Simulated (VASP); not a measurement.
A VASP calculation is set up with these files.

### POSCAR
```
Ca2Ge
1
    0.0000000000     3.5034855104     3.5034855104
    3.5034855104     0.0000000000     3.5034855104
    3.5034855104     3.5034855104     0.0000000000
Ca Ge
2 1
Direct
  0.7500000000   0.7500000000   0.7500000000
  0.2500000000   0.2500000000   0.2500000000
  0.0000000000   1.0000000000   1.0000000000
```

**KPOINTS**
```
Automatic mesh
0
Gamma
5 5 5
0 0 0
```

### INCAR
```
SYSTEM = Ca2Ge
PREC = Accurate
ENCUT = 400
EDIFF = 1E-6
NELM = 100
ALGO = Normal
LREAL = .FALSE.
LASPH = .TRUE.
ISMEAR = 0
SIGMA = 0.05
LMAXMIX = 4
LWAVE = .FALSE.
LCHARG = .FALSE.
IBRION = 2
ISIF = 3
NSW = 60
EDIFFG = -0.02
```

POTCAR, in this order: Ca_sv Ge_d (LDA.64 set). Program: vasp_std.

Write an equivalent input for Ansatz.

One equivalent input (not run):
Ansatz 0.2 input:
```yaml
crystal:
  lattice:
    - [0.0000000, 3.5034855, 3.5034855]
    - [3.5034855, 0.0000000, 3.5034855]
    - [3.5034855, 3.5034855, 0.0000000]
  atoms:
    - { symbol: Ca, position: [0.7500000, 0.7500000, 0.7500000] }
    - { symbol: Ca, position: [0.2500000, 0.2500000, 0.2500000] }
    - { symbol: Ge, position: [0.0000000, 1.0000000, 1.0000000] }
kpoints:
  mp_grid: { grid: [5, 5, 5] }
hamiltonian:
  xc: lda
  pseudopotentials: { kind: paw }
scf:
  occupations: { method: gaussian, width: 0.05 }
  max_iter: 100
relax:
  max_steps: 60
  f_tol: 0.02
  cell: {}
output: { forces: true, stress: true, eigenvalues: true }
```
Limits of the translation: each code has its own PAW files, so the cut-off isn't converted (ENCUT is set for VASP's; basis.ecutwfc is left out, and Ansatz then takes the one that its files recommend); Ansatz stops its SCF on the density residual and VASP on the energy change (EDIFF); Ansatz's lda is the Perdew-Wang form, while the LDA potentials of VASP carry Perdew-Zunger's.

The structure comes from a computed database's Ca2Ge entry (Fm-3m); how it stands against other phases isn't given here. This run relaxes it. Symmetry was kept, so distortions that lower it aren't found. The start is the result of an earlier pass.
